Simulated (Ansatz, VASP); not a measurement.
## Mo2C: VASP beside Ansatz

Aim: how closely do two programs agree when they are given the same cell, functional and k mesh? The cell is taken from a series of runs on this material, whose earlier steps may have relaxed, scaled, displaced or heated it; both programs get it as it stands.

Calculated with Ansatz 0.2.0; plane waves, with VASP 6.6.1 beside it; PBEsol.

## 1. The structure

The cell holds 3 atoms: 1 C and 2 Mo. Its edges and angles: a = 2.950 Å, b = 2.950 Å, c = 20.000 Å, α = 90.0°, β = 90.0°, γ = 120.0°. Vacuum lies along c.

## 2. Ansatz: single point, PBEsol

Ansatz runs on its default PAW (the set named soft_2) files.

A single point takes one fixed geometry, so differences don't come from the geometry; what else differs is listed under the comparison.

Input file input.yaml:

```yaml
crystal:
  lattice:
    - [2.95, 0.0, 0.0]
    - [-1.475, 2.55477, 0.0]
    - [0.0, 0.0, 20.0]
  atoms:
    - { symbol: C, position: [0.0, 0.0, 0.5] }
    - { symbol: Mo, position: [0.333333, 0.666667, 0.56] }
    - { symbol: Mo, position: [0.666667, 0.333333, 0.44] }
  periodic: [true, true, false]
kpoints:
  mp_grid: { grid: [9, 9, 1] }
hamiltonian:
  xc: pbesol
scf:
  occupations: { method: gaussian, width: 0.1 }
output:
  forces: true
  stress: true
  eigenvalues: true
```

Command:

```
$ ansatz run input.yaml --threads 8 --pin off --max-ram 14336MiB --backend cpu --events-out ev --progress --plain --runs-dir out
```

Numbers of over 12 decimals in the logs are rounded to 6 here.

The log of the run:

```text
Warning: crystal.periodic: the lattice vector that does not repeat stood 0.000° off the slab's normal, 20.000 Å along it as the deck builds it. The run solves the slab on a vector along the normal, 28.600 Å long, with every atom where it was (on the deck's vector they left 17.60 Å outside them, and the widest stretch free of ions among them is 1.20 Å). A fractional position that the run reports is one of the run's ce [...]
Warning: the atoms were moved onto the symmetric positions of the space group found under crystal.symmetry.tolerance 1.0e-5 (fractional; no operation is sought that the atoms, as they stand in a round, miss by more than twice it, and no atom is moved by as much as it), and the run uses the moved positions. Before a round's move an operation carried an atom to 2.95e-6 Å from where it should land, the largest such dist [...]
crystal.periodic: the lattice vector that does not repeat stood 0.000° off the slab's normal, 20.000 Å along it as the deck builds it. The run solves the slab on a vector along the normal, 28.600 Å long, with every atom where it was (on the deck's vector they left 17.60 Å outside them, and the widest stretch free of ions among them is 1.20 Å). A fractional position that the run reports is one of the run's cell, which [...]
Engine: ansatz 0.2.0, aarch64-unknown-linux-gnu
Pseudopotentials: kind: paw
Pseudopotential: C, paw, valence charge 4, recommended cutoff 420 eV (normal), C.paw.azcp
Pseudopotential: Mo, paw, valence charge 14, recommended cutoff 420 eV (normal), Mo.paw.azcp
Functional definition: PBEsol
  exchange = pbesol_x
  correlation = pbesol_c
Crystal: 3 atoms, lattice volume = 215.546 Å³
Basis set: ecut = 420 eV, 4139 PW (Γ), exchange–correlation on 40×40×384 points (8 copies of the dense FFT grid, shifted against one another)
Bands: 20, of which v1, the nominal top of the filled ones, is band 16 counted from 1 (15 counted from 0)
Symmetry: 12 space group operations
Space group: P-3m1 (ITA 164), of the structure as read, at distance tolerance 6.0e-5 Å
k-points: 12 of 81
Non-local potential: C, projectors of the file, l = 0: 2, l = 1: 2, l = 2: 1
Non-local potential: Mo, projectors of the file, l = 0: 3, l = 1: 2, l = 2: 2, l = 3: 1
PAW form: soft (Blöchl's): semilocal exchange-correlation on the pseudo side does not see the compensation charge
PAW frozen core: C, regenerated for the run's functional, and the local potential with it (the file was generated under x = pbe(κ = 0.804, μ = 0.219515), c = pbe(β = 0.066725))
PAW frozen core: Mo, regenerated for the run's functional, and the local potential with it (the file was generated under x = pbe(κ = 0.804, μ = 0.219515), c = pbe(β = 0.066725))
PAW one-centre angular grid: C, 110 points (default); XC on 64 Gauss nodes
PAW one-centre angular grid: Mo, 590 points (default); XC on 64 Gauss nodes
Initial density: superposition of atomic densities (neutral atoms: chi_scale 0, normalization atom), corrected by the library's trained network
Initial wavefunctions: pseudopotential atomic-orbital guess
Functional: x = pbesol(κ = 0.804, μ = 0.123457), c = pbesol(β = 0.046)
SCF iter   1: F=—  HF=-10039.052160 eV  |F-HF|=—  |Δ(HF+E_count)|=         —  Δρ=4.63e-3  dr2=3.70e-2  ethr=1.77e-3  ⟨swp⟩=11.6  Hψ=1926  notcnv=0
preconditioner: auto → LDOS  [insulator: Δε(μ)=0.123 eV  Ē_g=5.784 eV  σ=0.100 eV  W_gap=0.59  n_scr=18 (ndim 8)  ℏωp=10.1 eV  f_vac=0.756  D(μ)=3.14/eV (n_scr^D=14)  ε∞_Penn≈4.1  β→1.0]
SCF iter   2: F=—  HF=-10039.049513 eV  |F-HF|=—  |Δ(HF+E_count)|=   2.65e-3  Δρ=1.28e-3  dr2=2.72e-3  ethr=1.16e-4  ⟨swp⟩=3.6  Hψ=682  notcnv=0  defer=1
SCF iter   3: F=—  HF=-10039.049570 eV  |F-HF|=—  |Δ(HF+E_count)|=   5.68e-5  Δρ=4.97e-4  dr2=8.57e-4  ethr=8.49e-6  ⟨swp⟩=3.2  Hψ=528  notcnv=0  defer=1
SCF iter   4: F=—  HF=-10039.049387 eV  |F-HF|=—  |Δ(HF+E_count)|=   1.83e-4  Δρ=1.14e-4  dr2=6.14e-5  ethr=2.68e-6  ⟨swp⟩=3.3  Hψ=510  notcnv=0  defer=1
SCF iter   5: F=—  HF=-10039.049553 eV  |F-HF|=—  |Δ(HF+E_count)|=   1.66e-4  Δρ=3.55e-5  dr2=2.50e-6  ethr=1.92e-7  ⟨swp⟩=4.2  Hψ=557  notcnv=0  defer=1
SCF iter   6: F=—  HF=-10039.049555 eV  |F-HF|=—  |Δ(HF+E_count)|=   1.28e-6  Δρ=8.74e-6  dr2=1.71e-7  ethr=7.81e-9  ⟨swp⟩=3.6  Hψ=562  notcnv=0  defer=1
SCF iter   7: F=-10039.049555 eV  HF=-10039.049555 eV  |F-HF|=3.18e-8  |Δ(HF+E_count)|=   2.56e-7  Δρ=1.55e-6  dr2=3.43e-9  ethr=3.13e-10  ⟨swp⟩=12.8  Hψ=1560  notcnv=0
SCF 1 converged in 7 iterations: F = -10039.049555 eV  dr2 = 3.43e-9
  greatest PAW one-centre occupation: 0.999 electrons in one spin orbital (limit 2), on the Mo atom at site 2 (counted from 0), in its partial waves of l = 0
SCF converged after 7 iterations
Free energy (F): -10039.049555 eV
Harris-Foulkes:  -10039.049555 eV  (|F-HF|=3.18e-8)
Internal energy: -10039.034361 eV  (E = F + TS)
E sigma→0 (E₀):  -10039.041958 eV
Entropy (-TS):   -0.015194 eV (-5.065 meV/atom)
Fermi energy:    -4.942088 eV
--- Per-component energies (eV) ---
  E_band       = -897.435074
  E_kinetic    = 970.262033
  E_local      = -72505.400848  (includes V_loc(G=0)·N_el)
  E_nonlocal   = 316.778340
  E_hartree    = 35565.762247
  E_xc         = -410.896160
  E_vxc        = -514.110245  (∫ρ·V_xc dr)
  E_paw        = -6382.647668  (= ΣΔE_a)
  E_vpaw       = -296.491738  (= ΣTr[D̂ρ^β])
  E_aug_tail   = 0.000056  (compensation charges beyond the density's cutoff)
  E_ewald      = 32406.667942
  E_core_change = 0.439699  (= ΣΔE_core)
  E_smearing   = -0.015194  (= −TS)
  E_closure    = -0.000000  (closes the sum)
  Σ components = -10039.049555   (vs F -10039.049555, Δ=0.00e0)
--- Forces (eV/Å), atoms counted from 1 ---
  atom   1  C      0.00000000     0.00000000     0.00000000
  atom   2  Mo     0.00000000     0.00000000    -0.49652501
  atom   3  Mo     0.00000000    -0.00000000     0.49652501
  max |Σ_I F_I| component: 5.18e-31 eV/Å
--- 2D stress c σ (N/m, compression-positive) ---
       -1.786336       0.000000       0.000000
        0.000000      -1.786336       0.000000
        0.000000       0.000000       0.000000
  P = ½ c Tr σ = -1.7863 N/m
--- Band table (eV; the first three rows and the last of 12) ---
  k-point 0: bands = [... 12 lower, -7.3552, -6.2308, -6.2308, -5.6740, -5.6098, -4.6825, -4.6825, -3.7379]
  k-point 1: bands = [... 12 lower, -7.2791, -6.7287, -6.0150, -5.9384, -5.4594, -4.8099, -4.6431, -3.5064]
  k-point 2: bands = [... 12 lower, -7.9003, -6.6737, -6.5094, -5.2886, -5.2189, -4.4931, -4.1289, -3.2666]
  k-point 11: bands = [... 12 lower, -6.7399, -6.5912, -6.5912, -5.5147, -3.7167, -3.7167, -2.2007, -2.2007]
```

In the SCF lines HF is the Harris–Foulkes energy and dr2 the Hartree energy of the density residual, in eV; the loop may stop once dr2 is under the threshold and the program's other checks hold. Hψ counts applications of the Hamiltonian.

## 3. VASP: single point, PBEsol

The same cell, functional, mesh and smearing now go to VASP, with its own data sets.

Lines of VASP's logs that name or quote its potential files are left out, and so is its time.

Input file INCAR:

```
SYSTEM = Mo2C
PREC = Accurate
ENCUT = 520
EDIFF = 1E-06
NELM = 120
ISMEAR = 0
SIGMA = 0.1
LREAL = .FALSE.
ALGO = Normal
GGA = PS
NBANDS = 22
LASPH = .TRUE.
LORBIT = 11
LWAVE = .FALSE.
LCHARG = .FALSE.
ISIF = 2
LDIPOL = .TRUE.
IDIPOL = 3
DIPOL = 0.5 0.5 0.5
LVHAR = .TRUE.
GGA_COMPAT = .FALSE.
NELMDL = -8
```

Input file POSCAR:

```
Mo2C
1.0
    2.9500000000      0.0000000000      0.0000000000
   -1.4750000000      2.5547700000      0.0000000000
    0.0000000000      0.0000000000     20.0000000000
C Mo
1 2
Direct
    0.0000000000      0.0000000000      0.5000000000
    0.3333333333      0.6666666667      0.5600000000
    0.6666666667      0.3333333333      0.4400000000
```

Input file KPOINTS:

```
Automatic mesh
0
Gamma
9 9 1
0 0 0
```

Potentials, in the order of the species: C and Mo_sv (PBE family, release 64).

Command:

```
$ mpirun -np 1 vasp_std
```

The log of the run:

```text
[banner, memory and clock lines left out]
running    1 mpi-ranks, on    1 nodes
 distrk:  each k-point on    1 cores,    1 groups
 distr:  one band on    1 cores,    1 groups

 POSCAR found type information on POSCAR C Mo
 POSCAR found :  2 types and       3 ions
|                                                                             |
|               ----> ADVICE to this user running VASP <----                  |
|                                                                             |
|     You enforced a specific xc type in the INCAR file but a different       |
|     [... a line on the potential file left out ...]
|     I HOPE YOU KNOW WHAT YOU ARE DOING!                                     |
|                                                                             |

 LDA part: xc-table for (Slater+PW92), standard interpolation
 POSCAR, INCAR and KPOINTS ok, starting setup
 FFT: planning ... GRIDC
 FFT: planning ... GRID_SOFT
 FFT: planning ... GRID
 WAVECAR not read
 entering main loop
       N       E                     dE             d eps       ncg     rms          rms(c)
DAV:   1     0.256856486671E+03    0.25686E+03   -0.19430E+04   712   0.123E+03
DAV:   2    -0.242248706562E+02   -0.28108E+03   -0.27260E+03   654   0.352E+02
DAV:   3    -0.354491271164E+02   -0.11224E+02   -0.10701E+02   688   0.612E+01
DAV:   4    -0.357784037108E+02   -0.32928E+00   -0.32525E+00   638   0.979E+00
DAV:   5    -0.357904675051E+02   -0.12064E-01   -0.12054E-01   702   0.158E+00
DAV:   6    -0.357907927020E+02   -0.32520E-03   -0.32506E-03   656   0.225E-01
DAV:   7    -0.357907966571E+02   -0.39552E-05   -0.39552E-05   696   0.271E-02
DAV:   8    -0.357907967764E+02   -0.11930E-06   -0.11926E-06   520   0.419E-03    0.361E+01
DAV:   9    -0.309034895751E+02    0.48873E+01   -0.26906E+01   564   0.337E+01    0.654E+00
DAV:  10    -0.306926694055E+02    0.21082E+00   -0.14125E+00   600   0.865E+00    0.483E+00
DAV:  11    -0.306417613137E+02    0.50908E-01   -0.20278E-01   642   0.269E+00    0.436E-01
DAV:  12    -0.306382045265E+02    0.35568E-02   -0.16605E-02   660   0.698E-01    0.207E-01
DAV:  13    -0.306377760348E+02    0.42849E-03   -0.23811E-03   648   0.377E-01    0.817E-02
DAV:  14    -0.306381625099E+02   -0.38648E-03   -0.31082E-04   668   0.102E-01    0.427E-02
[...]
DAV:  18    -0.306397964110E+02   -0.11414E-03   -0.13957E-05   568   0.207E-02    0.611E-03
DAV:  19    -0.306398267551E+02   -0.30344E-04   -0.59807E-06   504   0.992E-03    0.214E-03
DAV:  20    -0.306398410350E+02   -0.14280E-04   -0.28625E-06   492   0.424E-03    0.140E-03
DAV:  21    -0.306398449053E+02   -0.38703E-05   -0.36213E-07   432   0.205E-03    0.478E-04
DAV:  22    -0.306398573539E+02   -0.12449E-04   -0.59270E-07   416   0.199E-03    0.712E-04
DAV:  23    -0.306398622536E+02   -0.48997E-05   -0.26012E-07   396   0.146E-03    0.195E-04
DAV:  24    -0.306398644221E+02   -0.21685E-05   -0.12377E-07   404   0.771E-04    0.151E-04
DAV:  25    -0.306398648649E+02   -0.44287E-06   -0.32177E-08   390   0.456E-04
   1 F= -.30639865E+02 E0= -.30632183E+02  d E =-.153634E-01
```

OUTCAR, selected parts (step 3):

```text
ion  position               nearest neighbor table
   1  0.000  0.000  0.500-   2 2.08   3 2.08   3 2.08   2 2.08   3 2.08   2 2.08
   2  0.333  0.667  0.560-   1 2.08   1 2.08   1 2.08   3 2.94   3 2.94   3 2.94
   3  0.667  0.333  0.440-   1 2.08   1 2.08   1 2.08   2 2.94   2 2.94   2 2.94

  LATTYP: Found a hexagonal cell.
 ALAT       =     2.9500000000
 C/A-ratio  =     6.7796610169

 Subroutine GETGRP returns: Found 12 space group operations
 (whereof 12 operations were pure point group operations)

The static configuration has the point symmetry D_3d.

 Found     12 irreducible k-points:

   k-points           NKPTS =     12   k-points in BZ     NKDIM =     12   number of bands    NBANDS=     22

   dimension x,y,z NGX =    24 NGY =   24 NGZ =  150
   dimension x,y,z NGXF=    48 NGYF=   48 NGZF=  300

   ENCUT  =  520.0 eV  38.22 Ry    6.18 a.u.   5.49  5.49 37.19*2*pi/ulx,y,z

   NELECT =      32.0000    total number of electrons

 k-points in reciprocal lattice and weights: Automatic mesh
   0.00000000  0.00000000  0.00000000       0.012
   0.11111111  0.00000000  0.00000000       0.074
   0.22222222  0.00000000  0.00000000       0.074
   0.33333333  0.00000000  0.00000000       0.074
   0.44444444  0.00000000  0.00000000       0.074
   0.11111111  0.11111111  0.00000000       0.074
   0.22222222  0.11111111  0.00000000       0.148
   0.33333333  0.11111111  0.00000000       0.148
   0.44444444  0.11111111  0.00000000       0.074
   0.22222222  0.22222222  0.00000000       0.074
   0.33333333  0.22222222  0.00000000       0.148
   0.33333333  0.33333333  0.00000000       0.025

 dipolmoment           0.000000      0.000000      0.000000 electrons x Angstroem

 average (electrostatic) potential at core
       1 -56.4002       2 -82.4043       3 -82.4043

 E-fermi :  -0.6585

 k-point     1 :       0.0000    0.0000    0.0000
  band No.  band energies     occupation
    ...
     13      -3.0697      2.00000
     14      -1.9506      2.00000
     15      -1.9505      2.00000
     16      -1.3917      2.00000
     17      -1.3248      2.00000
     18      -0.4016      0.00028
     19      -0.4016      0.00028
     20       0.5498      0.00000
     21       0.5498      0.00000
     22       2.3172      0.00000

 k-point     2 :       0.1111    0.0000    0.0000
  band No.  band energies     occupation
    ...
     13      -2.9947      2.00000
     14      -2.4500      2.00000
     15      -1.7326      2.00000
     16      -1.6582      2.00000
     17      -1.1755      2.00000
     18      -0.5279      0.06466
     19      -0.3613      0.00003
     20       0.7806      0.00000
     21       0.8387      0.00000
     22       3.0266      0.00000

 k-point     3 :       0.2222    0.0000    0.0000
  band No.  band energies     occupation
    ...
     13      -3.6220      2.00000
     14      -2.3927      2.00000
     15      -2.2287      2.00000
     16      -1.0062      2.00000
     17      -0.9388      1.99993
     18      -0.2092      0.00000
     19       0.1543      0.00000
     20       1.0199      0.00000
     21       1.4335      0.00000
     22       4.0585      0.00000

  Total       -0.7279953     -0.7279924     -1.1270501      0.0000000      0.0000000      0.0000000
  in kB       -7.7381175     -7.7380875    -11.9798115      0.0000000      0.0000000      0.0000000
  external PRESSURE =      -9.1520055 kB  Pullay stress =       0.0000000 kB

  energy-cutoff  :      520.00
  volume of cell :      150.73
      direct lattice vectors                 reciprocal lattice vectors
     2.950000000  0.000000000  0.000000000     0.338983051  0.195712334  0.000000000
    -1.475000000  2.554770000  0.000000000     0.000000000  0.391424668  0.000000000
     0.000000000  0.000000000 20.000000000     0.000000000  0.000000000  0.050000000

 POSITION                                       TOTAL-FORCE (eV/Angst)
 -----------------------------------------------------------------------------------
      0.00000      0.00000     10.00000         0.000000      0.000000      0.000000
     -0.00000      1.70318     11.20000         0.000000      0.000000     -0.461894
      1.47500      0.85159      8.80000        -0.000000     -0.000000      0.461894
 -----------------------------------------------------------------------------------
    total drift:                               -0.000000      0.000000      0.000000

  FREE ENERGIE OF THE ION-ELECTRON SYSTEM (eV)
  ---------------------------------------------------
  free  energy   TOTEN  =       -30.6398648649 eV

  energy  without entropy=      -30.6245015124  energy(sigma->0) =      -30.63218319

 vacuum level on the upper side and lower side of the slab         4.279         4.279

 total charge
# of ion       s       p       d       tot
------------------------------------------
    1        0.893   1.563   0.000   2.456
    2        2.317   6.207   3.980  12.504
    3        2.317   6.207   3.980  12.504
--------------------------------------------------
tot          5.527  13.977   7.960  27.464

[... 3 further parts left out ...]
```

The run ends at a pressure of -0.92 GPa, with forces up to 0.46 eV/Å.

## 4. Differences

Known differences besides the potentials themselves: Ansatz cuts the interaction across the vacuum, VASP repeats the sheet with a dipole correction (LDIPOL); the cutoff is 420 eV in Ansatz and 520 eV in VASP; Ansatz makes its cores anew for this functional, VASP keeps those of its PBE data sets. Total energies have different zeros and are not compared.

Forces (eV/Å; atoms numbered as in POSCAR):

```tsv
atom	Ansatz x, y, z	VASP x, y, z
C1	0.000, 0.000, 0.000	0.000, 0.000, 0.000
Mo2	0.000, 0.000, -0.497	0.000, 0.000, -0.462
Mo3	0.000, 0.000, 0.497	0.000, 0.000, 0.462
```

The forces differ by 16 meV/Å r.m.s., which is 7.5 % of the r.m.s. force of 0.218 eV/Å (both taken over all components). Where the cell holds vacuum, a pressure given here is an average over it and none of the material.

## 5. Summary of results

- r.m.s. force difference (single point, PBEsol): 7.5 % of the r.m.s. force

The r.m.s. force difference is 7.5 % of the r.m.s. force (single point, PBEsol), beyond the 3 % picked in this series as the mark of a large difference. What causes the difference of the single point, PBEsol pair stays open here. How closely two codes agree says nothing of how well the functional describes the real material.

[Lines on the potential files, build, host, timing and source positions are cut from VASP's logs without a mark.]

[Logs are printed without paths, hosts, clocks, repeated set-up lines and the standing remarks that a program may print on its own settings, such as how far it seeks lower states.]

[Hosts, paths, dates, database ids (printed as entryN), source tags and the programs' standing remarks are cut or masked in the printed files.]
